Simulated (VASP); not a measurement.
An input for Ansatz (written as the equivalent of a VASP run, and not itself run):

Ansatz 0.2 input:
```yaml
crystal:
  lattice:
    - [4.2936280, 2.1468140, 2.1468140]
    - [2.1468140, 4.2936280, 2.1468140]
    - [2.1468140, 2.1468140, 4.2936280]
  atoms:
    - { symbol: Fe, position: [0.0000000, 0.0000000, 0.0000000], spin: 4 }
    - { symbol: Fe, position: [0.5000000, 0.5000000, 0.5000000], spin: -4 }
    - { symbol: O, position: [0.2500000, 0.2500000, 0.2500000] }
    - { symbol: O, position: [0.7500000, 0.7500000, 0.7500000] }
kpoints:
  mp_grid: { grid: [1, 1, 1] }
hamiltonian:
  xc: revpbe
  pseudopotentials: { kind: paw }
  hubbard:
    sites:
      - { species: Fe, l: d, u_eff: 5.3 }
magnetization: { spin_polarized: true }
scf:
  occupations: { method: gaussian, width: 0.02 }
  max_iter: 100
output: { forces: true, stress: true, eigenvalues: true }
```

Translate this input to VASP (INCAR, KPOINTS, POSCAR, choice of POTCAR).

Several could match; the one computed here: 
**INCAR**
```
! general
SYSTEM   = FeO
PREC     = Accurate
ENCUT    = 240
LREAL    = F
LASPH    = T

! electronic loop
EDIFF    = 1E-6
NELM     = 100
ALGO     = Normal
LMAXMIX  = 4

! smearing
ISMEAR   = 0
SIGMA    = 0.02

! functional
GGA      = RE

! spin
ISPIN    = 2
MAGMOM   = 4.0 -4.0 0.0 0.0

! DFT+U
LDAU     = T
LDAUTYPE = 2
LDAUL    = 2 -1
LDAUU    = 5.3 0
LDAUJ    = 0 0

! ions
ISIF     = 2

! output
LWAVE    = F
LCHARG   = F
LORBIT   = 11
```

**KPOINTS**
```
Automatic mesh
0
Gamma
1 1 1
0 0 0
```

**POSCAR**
```
FeO
1
    4.2936280000     2.1468140000     2.1468140000
    2.1468140000     4.2936280000     2.1468140000
    2.1468140000     2.1468140000     4.2936280000
Fe O
2 2
Direct
  0.0000000000   0.0000000000   0.0000000000
  0.5000000000   0.5000000000   0.5000000000
  0.2500000000   0.2500000000   0.2500000000
  0.7500000000   0.7500000000   0.7500000000
```

POTCAR, in this order: Fe O (PBE.64 set). Program: vasp_std.

The two are equivalent in intent, not identical: each code has its own PAW files, so the cut-off isn't converted (ENCUT is set for VASP's; basis.ecutwfc is left out, and Ansatz then takes the one that its files recommend); Ansatz stops its SCF on the density residual and VASP on the energy change (EDIFF); the +U projectors differ, so the same U acts differently.

The structure is a typed FeO crystal. The cell was not relaxed at this level. The k-mesh is coarse (spacing up to 2.43 per Å, 2π included), so the numbers may not be converged in it. The run is one of a series of settings (ENCUT = 240, KPOINTS 1×1×1 Γ-centred mesh against the base run), some of them coarse on purpose.
